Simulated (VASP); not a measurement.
The cell holds one Ir (fcc) (111) slab, with vacuum along c, ions free to move until forces fall under 0.03 eV/Å, no reconstruction beyond this cell, dipole correction on.

```xyz
5
Lattice="2.7237 0.0000 0.0000 -1.3619 2.3588 0.0000 0.0000 0.0000 26.1663" Properties=species:S:1:pos:R:3 pbc="T T T"
Ir     1.3619     0.7863     8.6919
Ir     0.0000     1.5726    10.8654
Ir     0.0000     0.0000    13.0831
Ir     1.3619     0.7863    15.3008
Ir     0.0000     1.5726    17.4743
```

Method: r2SCAN meta-GGA, VASP's PBE PAW potentials (set 64) (plane waves; VASP). Numerical set-up: 400 eV cut-off, 12×12×1 Γ-centred mesh, first-order Methfessel-Paxton smearing of 0.10 eV, potentials Ir.

Slab and bulk use different k-meshes, so the surface energy is good to a few per cent at best. Unless said otherwise, spin-orbit coupling is left out, though it shifts the bands of the heavy elements here.

| Property | Value |
|---|---|
| surface energy | 2.48 J/m² |
| work function | 5.56 eV |
| band gap (on the k-mesh) | none (metal, semimetal or under 0.01 eV) |

Measured: work function 5.78 eV (computed value off by -0.22 eV), as given by Richard Tran et al., Surface Science (2019), arXiv:1902.07811.

The cell is a thin slab with vacuum, built from Ir (fcc): (111) face.
